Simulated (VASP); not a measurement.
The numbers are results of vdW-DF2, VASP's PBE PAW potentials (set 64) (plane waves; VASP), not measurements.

VASP input:

POSCAR:
```
In
1
   -1.6250000000     1.6250000000     2.4750000000
    1.6250000000    -1.6250000000     2.4750000000
    1.6250000000     1.6250000000    -2.4750000000
In
1
Direct
  0.0000000000   0.0000000000   0.0000000000
```

**INCAR**
```
SIGMA = 0.1
ISIF = 3   ! ions, shape and volume
LWAVE = .FALSE.
EDIFFG = -0.01   ! ionic stop
AGGAC = 0.0
NELM = 100   ! most electronic steps
NSW = 60   ! most ionic steps
IBRION = 2
LMAXMIX = 4   ! l cut-off of mixed one-centre charges
ZAB_VDW = -1.8867
SYSTEM = In
LUSE_VDW = .TRUE.
GGA = ML
LCHARG = .FALSE.
ENCUT = 520   ! plane-wave cut-off (eV)
ISMEAR = 1
LREAL = .FALSE.   ! projection in real space or not
EDIFF = 1E-6   ! SCF stop (eV)
LASPH = .TRUE.
PREC = Accurate
ALGO = Normal
```

KPOINTS:
```
K-points
0
Gamma
14 14 14
0 0 0
```

POTCAR, in this order: In_d (PBE.64 set). Program: vasp_std.

What VASP printed:

OUTCAR:
```
 ion  position               nearest neighbor table
   1  0.000  0.000  0.000-
  LATTYP: Found a body centered tetragonal cell.
 ALAT       =     3.2500000000
 C/A-ratio  =     1.5230769231
 Subroutine PRICEL returns:
 Original cell was already a primitive cell.
 Subroutine GETGRP returns: Found 16 space group operations
The static configuration has the point symmetry D_4h.
The dynamic configuration has the point symmetry D_4h.
 Subroutine INISYM returns: Found 16 space group operations
 Subroutine IBZKPT returns following result:
 Found    244 irreducible k-points:

 Following reciprocal coordinates:
            Coordinates               Weight
  0.000000  0.000000  0.000000      1.000000
  0.071429  0.000000  0.000000      8.000000
  0.142857  0.000000  0.000000      8.000000
  0.214286 -0.000000  0.000000      8.000000
  0.285714  0.000000 -0.000000      8.000000
  0.357143  0.000000  0.000000      8.000000
  0.428571 -0.000000  0.000000      8.000000
  0.500000  0.000000 -0.000000      4.000000
  0.071429  0.071429 -0.000000      8.000000
  0.142857  0.071429 -0.000000     16.000000
  0.214286  0.071429  0.000000     16.000000
  0.285714  0.071429  0.000000     16.000000
  0.357143  0.071429  0.000000     16.000000
  0.428571  0.071429  0.000000     16.000000
  0.500000  0.071429 -0.000000     16.000000
 -0.428571  0.071429 -0.000000     16.000000
 -0.357143  0.071429  0.000000     16.000000
 -0.285714  0.071429  0.000000     16.000000
 -0.214286  0.071429  0.000000     16.000000
 -0.142857  0.071429  0.000000     16.000000
 -0.071429  0.071429  0.000000      4.000000
  0.142857  0.142857 -0.000000      8.000000
  0.214286  0.142857 -0.000000     16.000000
  0.285714  0.142857 -0.000000     16.000000
...
```

### OSZICAR
```
...
DAV:   5     0.822490140063E+00    0.67021E-02   -0.13806E-02  7514   0.205E+00    0.324E-01
DAV:   6     0.822238380370E+00   -0.25176E-03   -0.22140E-03  5380   0.839E-01    0.162E-01
DAV:   7     0.822379500172E+00    0.14112E-03   -0.79101E-04  5376   0.565E-01    0.529E-02
DAV:   8     0.822379856274E+00    0.35610E-06   -0.30828E-05  5740   0.937E-02    0.827E-03
DAV:   9     0.822374658517E+00   -0.51978E-05   -0.11393E-05  5008   0.470E-02    0.502E-03
DAV:  10     0.822374000243E+00   -0.65827E-06   -0.11741E-06  3272   0.226E-02
   2 F= 0.82237400E+00 E0= 0.82240581E+00  d E =-.126549E+00
       N       E                     dE             d eps       ncg     rms          rms(c)
DAV:   1     0.635878048924E-01   -0.75879E+00   -0.21265E+01  5428   0.111E+02    0.488E+00
DAV:   2     0.716372644645E+00    0.65278E+00   -0.14196E+00  5416   0.261E+01    0.193E+00
DAV:   3     0.814073297724E+00    0.97701E-01   -0.39211E-01  6656   0.129E+01    0.606E-01
DAV:   4     0.817209071589E+00    0.31358E-02   -0.56101E-03  5346   0.101E+00    0.342E-01
DAV:   5     0.819220081032E+00    0.20110E-02   -0.25705E-03  4908   0.504E-01    0.612E-02
DAV:   6     0.819197428979E+00   -0.22652E-04   -0.12807E-04  6492   0.150E-01    0.221E-02
DAV:   7     0.819189174761E+00   -0.82542E-05   -0.18234E-05  4948   0.725E-02    0.389E-03
DAV:   8     0.819190931678E+00    0.17569E-05   -0.33151E-06  5092   0.146E-02    0.290E-03
DAV:   9     0.819189742228E+00   -0.11894E-05   -0.82303E-07  4968   0.802E-03    0.723E-04
DAV:  10     0.819189698457E+00   -0.43771E-07   -0.21114E-08  2526   0.154E-03
   3 F= 0.81918970E+00 E0= 0.81917117E+00  d E =-.129733E+00
       N       E                     dE             d eps       ncg     rms          rms(c)
DAV:   1     0.733802635279E+00   -0.85387E-01   -0.20942E+00  5432   0.311E+01    0.184E+00
DAV:   2     0.808764726496E+00    0.74962E-01   -0.18038E-01  5414   0.945E+00    0.577E-01
DAV:   3     0.817593452709E+00    0.88287E-02   -0.31121E-02  6560   0.373E+00    0.372E-01
DAV:   4     0.817886617938E+00    0.29317E-03   -0.42893E-04  4988   0.215E-01    0.222E-01
DAV:   5     0.818027690083E+00    0.14107E-03   -0.24500E-04  4924   0.105E-01    0.464E-02
DAV:   6     0.818012248576E+00   -0.15442E-04   -0.28371E-05  5306   0.499E-02    0.101E-02
DAV:   7     0.818014665486E+00    0.24169E-05   -0.13222E-06  5092   0.113E-02    0.117E-03
DAV:   8     0.818014802250E+00    0.13676E-06   -0.34210E-07  2944   0.514E-03
   4 F= 0.81801480E+00 E0= 0.81801824E+00  d E =-.130908E+00
       N       E                     dE             d eps       ncg     rms          rms(c)
DAV:   1     0.814911227875E+00   -0.31034E-02   -0.79270E-02  5430   0.620E+00    0.342E-01
DAV:   2     0.817682084629E+00    0.27709E-02   -0.64280E-03  5416   0.177E+00    0.113E-01
DAV:   3     0.818020194632E+00    0.33811E-03   -0.12503E-03  6556   0.747E-01    0.660E-02
DAV:   4     0.818024103735E+00    0.39091E-05   -0.12708E-05  4962   0.395E-02    0.502E-02
DAV:   5     0.818025645780E+00    0.15420E-05   -0.13386E-05  4904   0.254E-02    0.113E-02
DAV:   6     0.818022725766E+00   -0.29200E-05   -0.16649E-06  5262   0.126E-02    0.281E-03
DAV:   7     0.818023669642E+00    0.94388E-06   -0.15747E-07  2456   0.259E-03
   5 F= 0.81802367E+00 E0= 0.81803113E+00  d E =-.130899E+00
       N       E                     dE             d eps       ncg     rms          rms(c)
DAV:   1     0.817430169898E+00   -0.59256E-03   -0.18757E-02  5384   0.149E+00    0.118E-01
DAV:   2     0.817712516716E+00    0.28235E-03   -0.46181E-04  7030   0.429E-01    0.787E-02
DAV:   3     0.817894131320E+00    0.18161E-03   -0.21282E-04  5958   0.426E-01    0.175E-02
DAV:   4     0.817892065906E+00   -0.20654E-05   -0.28791E-05  5330   0.631E-02    0.205E-02
DAV:   5     0.817892316488E+00    0.25058E-06   -0.10029E-06  2658   0.172E-02
   6 F= 0.81789232E+00 E0= 0.81788436E+00  d E =-.131353E-03
       N       E                     dE             d eps       ncg     rms          rms(c)
DAV:   1     0.813235035931E+00   -0.46570E-02   -0.16855E-01  5386   0.448E+00    0.354E-01
DAV:   2     0.815774313875E+00    0.25393E-02   -0.41758E-03  6962   0.116E+00    0.236E-01
DAV:   3     0.817398808432E+00    0.16245E-02   -0.19424E-03  5976   0.123E+00    0.522E-02
DAV:   4     0.817380955041E+00   -0.17853E-04   -0.24053E-04  5358   0.180E-01    0.615E-02
DAV:   5     0.817381878493E+00    0.92345E-06   -0.11435E-05  6730   0.495E-02    0.247E-02
DAV:   6     0.817382281372E+00    0.40288E-06   -0.93111E-07  3326   0.184E-02
   7 F= 0.81738228E+00 E0= 0.81731245E+00  d E =-.641388E-03
       N       E                     dE             d eps       ncg     rms          rms(c)
DAV:   1     0.799563359977E+00   -0.17819E-01   -0.67082E-01  5410   0.895E+00    0.705E-01
DAV:   2     0.809796354040E+00    0.10233E-01   -0.16835E-02  6592   0.191E+00    0.470E-01
DAV:   3     0.816283021106E+00    0.64867E-02   -0.78082E-03  5744   0.203E+00    0.949E-02
DAV:   4     0.816218302491E+00   -0.64719E-04   -0.86090E-04  5364   0.334E-01    0.118E-01
DAV:   5     0.816220310886E+00    0.20084E-05   -0.42485E-05  7098   0.897E-02    0.480E-02
DAV:   6     0.816221848343E+00    0.15375E-05   -0.42488E-06  5086   0.372E-02    0.861E-03
DAV:   7     0.816221893568E+00    0.45225E-07   -0.22227E-07  2534   0.987E-03
   8 F= 0.81622189E+00 E0= 0.81616331E+00  d E =-.180178E-02
       N       E                     dE             d eps       ncg     rms          rms(c)
DAV:   1     0.746430068464E+00   -0.69792E-01   -0.26588E+00  5438   0.178E+01    0.140E+00
DAV:   2     0.788448417998E+00    0.42018E-01   -0.67829E-02  5852   0.341E+00    0.926E-01
DAV:   3     0.814814595461E+00    0.26366E-01   -0.33017E-02  5474   0.282E+00    0.175E-01
DAV:   4     0.814626894784E+00   -0.18770E-03   -0.24519E-03  5352   0.536E-01    0.217E-01
DAV:   5     0.814626714040E+00   -0.18074E-06   -0.11978E-04  7128   0.127E-01    0.997E-02
DAV:   6     0.814631589434E+00    0.48754E-05   -0.16880E-05  5038   0.678E-02    0.198E-02
DAV:   7     0.814631576716E+00   -0.12718E-07   -0.78490E-07  3356   0.151E-02
   9 F= 0.81463158E+00 E0= 0.81454157E+00  d E =-.339209E-02
       N       E                     dE             d eps       ncg     rms          rms(c)
DAV:   1     0.790472249758E+00   -0.24159E-01   -0.63062E-01  5476   0.178E+01    0.926E-01
DAV:   2     0.811759026397E+00    0.21287E-01   -0.48554E-02  5408   0.485E+00    0.324E-01
DAV:   3     0.814567412396E+00    0.28084E-02   -0.10448E-02  6574   0.215E+00    0.169E-01
DAV:   4     0.814623579834E+00    0.56167E-04   -0.10602E-04  5010   0.117E-01    0.131E-01
DAV:   5     0.814749647323E+00    0.12607E-03   -0.11180E-04  4930   0.100E-01    0.304E-02
DAV:   6     0.814756562952E+00    0.69156E-05   -0.11059E-05  5376   0.335E-02    0.559E-03
DAV:   7     0.814755158483E+00   -0.14045E-05   -0.91535E-07  4922   0.102E-02    0.139E-03
DAV:   8     0.814755372256E+00    0.21377E-06   -0.75545E-08  2472   0.276E-03
  10 F= 0.81475537E+00 E0= 0.81469318E+00  d E =0.123796E-03
       N       E                     dE             d eps       ncg     rms          rms(c)
DAV:   1     0.802540368333E+00   -0.12215E-01   -0.30485E-01  5476   0.121E+01    0.678E-01
DAV:   2     0.813248239426E+00    0.10708E-01   -0.25066E-02  5406   0.351E+00    0.223E-01
DAV:   3     0.814560578116E+00    0.13123E-02   -0.47437E-03  6568   0.146E+00    0.132E-01
DAV:   4     0.814586296685E+00    0.25719E-04   -0.53920E-05  5012   0.814E-02    0.947E-02
DAV:   5     0.814607647122E+00    0.21350E-04   -0.48422E-05  4938   0.544E-02    0.196E-02
DAV:   6     0.814602736083E+00   -0.49110E-05   -0.48302E-06  5404   0.219E-02    0.387E-03
DAV:   7     0.814603724617E+00    0.98853E-06   -0.29402E-07  2530   0.560E-03
  11 F= 0.81460372E+00 E0= 0.81452241E+00  d E =-.278521E-04
```

**OUTCAR**
```
------------------------ aborting loop because EDIFF is reached ----------------------------------------
  FORCE on cell =-STRESS in cart. coord.  units (eV):
  Direction    XX          YY          ZZ          XY          YZ          ZX
  --------------------------------------------------------------------------------------
  Total        0.0002899      0.0002899      0.0033810      0.0000000      0.0000000      0.0000000
  in kB        0.0141333      0.0141333      0.1648186      0.0000000      0.0000000      0.0000000
  external PRESSURE =       0.0643618 kB  Pullay stress =       0.0000000 kB
  volume of cell :       32.87
      direct lattice vectors                 reciprocal lattice vectors
    -1.714602999  1.714602999  2.794901268     0.000000000  0.291612694  0.178897196
     1.714602999 -1.714602999  2.794901268     0.291612694  0.000000000  0.178897196
     1.714602999  1.714602999 -2.794901268     0.291612694  0.291612694  0.000000000
 POSITION                                       TOTAL-FORCE (eV/Angst)
 -----------------------------------------------------------------------------------
     -0.00000      0.00000      0.00000         0.000000      0.000000      0.000000
 -----------------------------------------------------------------------------------
    total drift:                                0.000000      0.000000      0.000000
  FREE ENERGIE OF THE ION-ELECTRON SYSTEM (eV)
  ---------------------------------------------------
  free  energy   TOTEN  =         0.8146037246 eV

  energy  without entropy=        0.8143597933  energy(sigma->0) =        0.81452241

 reached required accuracy - stopping structural energy minimisation
```
(Selected blocks of OUTCAR.)

File CONTCAR:
```
In
   1.00000000000000
    -1.7146029992512899    1.7146029992512895    2.7949012681772651
     1.7146029992512899   -1.7146029992512903    2.7949012681772651
     1.7146029992512899    1.7146029992512903   -2.7949012681772651
  In
     1
Direct
     0.0000000000000000    0.0000000000000000    0.0000000000000000
```

File OUTCAR:
```
 val. band max:        5.2382011151   @ k =  -0.3571  -0.4286   0.1429

 cond. band min:       5.2688161457   @ k =   0.3571   0.3571   0.0000


 Fermi energy:         5.2606244240

 k-point     1 :       0.0000    0.0000    0.0000
  band No.  band energies     occupation
      1      -9.3806      2.00000
      2      -9.2734      2.00000
      3      -9.2607      2.00000
      4      -9.2607      2.00000
      5      -9.1568      2.00000
      6      -2.8881      2.00000
      7      13.3293      0.00000
      8      13.5421      0.00000
      9      13.5421      0.00000
     10      16.9539      0.00000

 k-point     2 :       0.0714    0.0000    0.0000
  band No.  band energies     occupation
      1      -9.3740      2.00000
      2      -9.2720      2.00000
      3      -9.2609      2.00000
      4      -9.2569      2.00000
      5      -9.1594      2.00000
      6      -2.7957      2.00000
      7      12.5910      0.00000
      8      13.1637      0.00000
      9      13.4932      0.00000
     10      16.3829      0.00000

 k-point     3 :       0.1429    0.0000    0.0000
  band No.  band energies     occupation
      1      -9.3587      2.00000
      2      -9.2758      2.00000
      3      -9.2509      2.00000
      4      -9.2472      2.00000
      5      -9.1660      2.00000
      6      -2.5177      2.00000
      7      10.7844      0.00000
      8      12.6182      0.00000
      9      13.3759      0.00000
     10      15.9077      0.00000

 k-point     4 :       0.2143   -0.0000    0.0000
  band No.  band energies     occupation
      1      -9.3446      2.00000
      2      -9.2863      2.00000
      3      -9.2370      2.00000
      4      -9.2240      2.00000
      5      -9.1716      2.00000
      6      -2.0536      2.00000
      7       8.8208      0.00000
      8      11.9933      0.00000
      9      13.2466      0.00000
     10      15.4906      0.00000

 k-point     5 :       0.2857    0.0000   -0.0000
...
```

Energy and stress use the plane-wave basis of the starting cell. Unless said otherwise, spin-orbit coupling is left out, though it shifts the bands of the heavy elements here.

The compound is In in the bct structure. This run relaxes it. Symmetry was kept, so distortions that lower it aren't found.
